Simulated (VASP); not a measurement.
Set up this calculation in VASP 6.6.1, as the native input.

```
Task                   : relaxation of cell and atoms
Functional             : PBE
Potentials or basis    : VASP PAW PBE potentials, release 64 (Mg, Cd, Te)
Cutoff                 : 520 eV
k mesh                 : 6 × 6 × 2
Occupations            : gaussian, width 0.03 eV
Spin                   : no spin polarisation
Further INCAR settings : ALGO = Normal; EDIFF = 1e-06; IBRION = 2; EDIFFG = -0.01; NSW = 90; ISIF = 3
```

The structure of MgCd2Te3 lies in POSCAR:

```
MgCd2Te3
1.0
    4.6757684300      0.0000000000      0.0000000000
   -2.3378842200      4.0493342500      0.0000000000
    0.0000000000      0.0000000000     11.3720000000
Mg Cd Te
1 2 3
Direct
    0.0000000000      0.0000000000      0.2508793500
    0.6666666700      0.3333333300      0.9168132300
    0.3333333300      0.6666666700      0.5826591600
    0.0000000000      0.0000000000      0.0035174100
    0.3333333300      0.6666666700      0.3293176200
    0.6666666700      0.3333333300      0.6667252900
```

The cell was built by a generator and needn't be a form met in nature.

These files were run (other wordings do the same):

INCAR

```
SYSTEM = MgCd2Te3
PREC = Accurate
ENCUT = 520
EDIFF = 1E-6
ISMEAR = 0
SIGMA = 0.03
LREAL = .False.
LASPH = .True.
NELM = 120
ALGO = Normal
ISIF = 3
LWAVE = .False.
LCHARG = .False.
GGA = PE
IBRION = 2
NSW = 90
EDIFFG = -0.01
KPAR = 4
```

KPOINTS

```
Automatic mesh
0
Gamma
  6 6 2
  0 0 0
```

Potentials or basis: VASP PAW PBE potentials, release 64 (Mg, Cd, Te).

Run with:

```bash
$ cat potpaw_PBE.64/Mg/POTCAR potpaw_PBE.64/Cd/POTCAR potpaw_PBE.64/Te/POTCAR > POTCAR
$ mpirun -np 4 vasp_std > vasp.out
```

It gave:

```yaml
Relaxed_volume: 35.71 Å³/atom
Relaxed_cell: a = 4.661 Å, b = 4.661 Å, c = 11.386 Å, α = 90.00°, β = 90.00°, γ = 120.00°
Space_group_after_relaxing_to_0.05_Å: P3m1 (No. 156)
Energy_gained_by_relaxing: 0.5 meV/atom
Ionic_steps: 11
Pressure_after_relaxing: 0.0 GPa
Band_gap_on_the_k_mesh: 0.98 eV, direct
```

Caveat: spin-orbit coupling is left out, which moves the levels of the heavy elements.

Run time: 3.3 min on 4 MPI ranks on Intel(R) Xeon(R) Platinum 8259CL CPU @ 2.50GHz (Skylake/Cascade Lake), with other jobs on the host, peak memory 0.41 GiB a rank.
